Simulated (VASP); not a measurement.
Input:

```yaml
crystal:
  lattice:
    - [2.27460, -3.93972, 0.00000]
    - [2.27460, 3.93972, 0.00000]
    - [0.00000, 0.00000, 6.04860]
  atoms:
    - { symbol: Te, position: [0.00000, 0.26300, 0.66667] }
    - { symbol: Te, position: [0.73700, 0.73700, 0.00000] }
    - { symbol: Te, position: [0.26300, 0.00000, 0.33333] }
```

Computed with PBE GGA, VASP's PBE PAW potentials (set 64) (plane waves; VASP). Run with 400 eV cut-off, 5×5×4 Γ-centred mesh, Gaussian smearing of 0.050 eV, potentials Te.

**Question.** Estimate the energy per atom (σ→0).

**Answer.** 
```yaml
energy per atom (σ→0): -3.140 eV/atom
```

The absolute energy has meaning only against runs of the same code, potentials and settings.

The compound is Te in the trig structure. The cell was not relaxed at this level.
